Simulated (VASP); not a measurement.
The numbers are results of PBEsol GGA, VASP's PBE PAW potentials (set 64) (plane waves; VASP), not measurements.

A VASP calculation is set up with these files.

INCAR:
```
ALGO = Normal
EDIFF = 1E-6
EDIFFG = -0.01
ENCUT = 520
GGA = PS
IBRION = 2
ISIF = 3
ISMEAR = 1
LASPH = .TRUE.
LCHARG = .FALSE.
LMAXMIX = 6
LREAL = .FALSE.
LWAVE = .FALSE.
NELM = 100
NSW = 60
PREC = Accurate
SIGMA = 0.1
SYSTEM = HfN
```

### POSCAR
```
HfN
1.0
  2.7806304273   0.0000000000   0.0000000000
  0.0000000000   2.7806304273   0.0000000000
  0.0000000000   0.0000000000   2.7806304273
Hf N
1 1
Direct
  0.0000000000   0.0000000000   0.0000000000
  0.5000000000   0.5000000000   0.5000000000
```

File KPOINTS:
```
Automatic mesh
0
Gamma
12 12 12
0 0 0
```

POTCAR, in this order: Hf_pv N (PBE.64 set). Program: vasp_std.

What VASP printed:

### OSZICAR
```
       N       E                     dE             d eps       ncg     rms          rms(c)
DAV:   1     0.356469206412E+02    0.35647E+02   -0.83154E+03  1856   0.130E+03
DAV:   2    -0.213849988697E+02   -0.57032E+02   -0.53506E+02  2405   0.252E+02
DAV:   3    -0.234493604983E+02   -0.20644E+01   -0.20473E+01  2318   0.409E+01
DAV:   4    -0.234652118407E+02   -0.15851E-01   -0.15830E-01  2234   0.372E+00
DAV:   5    -0.234654446454E+02   -0.23280E-03   -0.23260E-03  2332   0.313E-01    0.435E+01
DAV:   6    -0.211563781893E+02    0.23091E+01   -0.10632E+01  2144   0.237E+01    0.385E+01
DAV:   7    -0.210645199385E+02    0.91858E-01   -0.54158E-01  2127   0.686E+00    0.240E+01
DAV:   8    -0.210381962897E+02    0.26324E-01   -0.12392E-01  2079   0.327E+00    0.372E+00
DAV:   9    -0.210333057250E+02    0.48906E-02   -0.24359E-02  2168   0.122E+00    0.143E+00
DAV:  10    -0.210330257460E+02    0.27998E-03   -0.23659E-03  2064   0.421E-01    0.331E-01
DAV:  11    -0.210330016284E+02    0.24118E-04   -0.13938E-04  2242   0.111E-01    0.658E-02
DAV:  12    -0.210330006724E+02    0.95604E-06   -0.10676E-05  2444   0.295E-02    0.959E-03
DAV:  13    -0.210330006038E+02    0.68585E-07   -0.16634E-07  1260   0.458E-03
   1 F= -.21033001E+02 E0= -.21032752E+02  d E =-.210330E+02
       N       E                     dE             d eps       ncg     rms          rms(c)
DAV:   1    -0.210331103595E+02   -0.10969E-03   -0.32848E-03  1902   0.584E-01    0.156E-01
DAV:   2    -0.210330216371E+02    0.88722E-04   -0.13052E-04  2048   0.112E-01    0.699E-02
DAV:   3    -0.210329936163E+02    0.28021E-04   -0.62182E-05  2061   0.764E-02    0.468E-02
DAV:   4    -0.210329927975E+02    0.81883E-06   -0.19629E-06  1862   0.149E-02
   2 F= -.21032993E+02 E0= -.21032749E+02  d E =0.780634E-05
       N       E                     dE             d eps       ncg     rms          rms(c)
DAV:   1    -0.210330464613E+02   -0.52845E-04   -0.11326E-03  1902   0.343E-01    0.905E-02
DAV:   2    -0.210330161027E+02    0.30359E-04   -0.45723E-05  1983   0.660E-02    0.400E-02
DAV:   3    -0.210330067140E+02    0.93887E-05   -0.20428E-05  2037   0.439E-02    0.268E-02
DAV:   4    -0.210330065831E+02    0.13089E-06   -0.69002E-07  1205   0.900E-03
   3 F= -.21033007E+02 E0= -.21032760E+02  d E =-.597925E-05
```

**OUTCAR**
```
------------------------ aborting loop because EDIFF is reached ----------------------------------------
  FORCE on cell =-STRESS in cart. coord.  units (eV):
  Direction    XX          YY          ZZ          XY          YZ          ZX
  --------------------------------------------------------------------------------------
  Total       -0.0017937     -0.0017937     -0.0017937     -0.0000000      0.0000000     -0.0000000
  in kB       -0.1335863     -0.1335863     -0.1335863     -0.0000000      0.0000000     -0.0000000
  external PRESSURE =      -0.1335863 kB  Pullay stress =       0.0000000 kB
  volume of cell :       21.51
      direct lattice vectors                 reciprocal lattice vectors
     2.781211538  0.000000000 -0.000000000     0.359555534  0.000000000  0.000000000
    -0.000000000  2.781211538 -0.000000000    -0.000000000  0.359555534  0.000000000
    -0.000000000 -0.000000000  2.781211538     0.000000000  0.000000000  0.359555534
 POSITION                                       TOTAL-FORCE (eV/Angst)
 -----------------------------------------------------------------------------------
      0.00000      0.00000      0.00000         0.000000      0.000000      0.000000
      1.39061      1.39061      1.39061        -0.000000     -0.000000      0.000000
 -----------------------------------------------------------------------------------
    total drift:                                0.000000      0.000000     -0.000000
  FREE ENERGIE OF THE ION-ELECTRON SYSTEM (eV)
  ---------------------------------------------------
  free  energy   TOTEN  =       -21.0330065831 eV

  energy  without entropy=      -21.0322681609  energy(sigma->0) =      -21.03276044

 reached required accuracy - stopping structural energy minimisation
```
(Selected blocks of OUTCAR.)

CONTCAR:
```
HfN
   1.00000000000000
     2.7812115377227387    0.0000000000000000   -0.0000000000000000
    -0.0000000000000000    2.7812115377227387   -0.0000000000000000
    -0.0000000000000000   -0.0000000000000000    2.7812115377227387
  Hf              N
     1     1
Direct
     0.0000000000000000    0.0000000000000000    0.0000000000000000
     0.5000000000000000    0.5000000000000000    0.5000000000000000
```

The structure was generated: HfN was put into the CsCl type (Pm-3m), which need not be its known phase. This run relaxes it. Symmetry was kept, so distortions that lower it aren't found. The start is the result of an earlier pass. The electron count is odd and the run is not spin-polarised, which forces a metal.
